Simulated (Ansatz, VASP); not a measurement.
**One calculation of P2Se2O, two programs**

```
P Se O
1.0
     4.72733    0.00000    0.00000
    -2.36367    4.09399    0.00000
     0.00000    0.00000    5.69206
P Se O
2 2 1
Direct
  0.00000 0.00000 0.21319
  0.00000 0.00000 0.78681
  0.33333 0.66667 0.00000
  0.66667 0.33333 0.00000
  0.00000 0.00000 0.50000
```

Alike in both runs: functional PBE; dispersion D3(BJ); k mesh 6 × 6 × 4; occupations gaussian, width 0.1 eV; no spin polarisation.

Ansatz relaxed the structure, and its values are those at the end. VASP's run is a single point on that final structure, the one shown.

```csv
,VASP,Ansatz
version,VASP 6.6.1,Ansatz 0.2.0
potentials or method,"VASP PAW PBE potentials, release 64 (P, Se, O)","scalar-relativistic, plane waves, PAW"
plane-wave cutoff (eV),520,420
valence electrons in the cell,28,48
```

|  | VASP | Ansatz | Ansatz less VASP |
| --- | --- | --- | --- |
| gap on the k mesh at the Fermi level (eV) | none | none | - |
| pressure (GPa) | -0.2 | 0.0 | +0.20 |
| rms of the force components (eV/Å) | 0.052 | 0.000 | -0.0514 |

A gap of «none» marks a metal or a gap that the smearing closes. The two sets of potentials don't hold the same shells in valence.

Caveats: pairwise dispersion overbinds metals, which lowers pressure and volume.
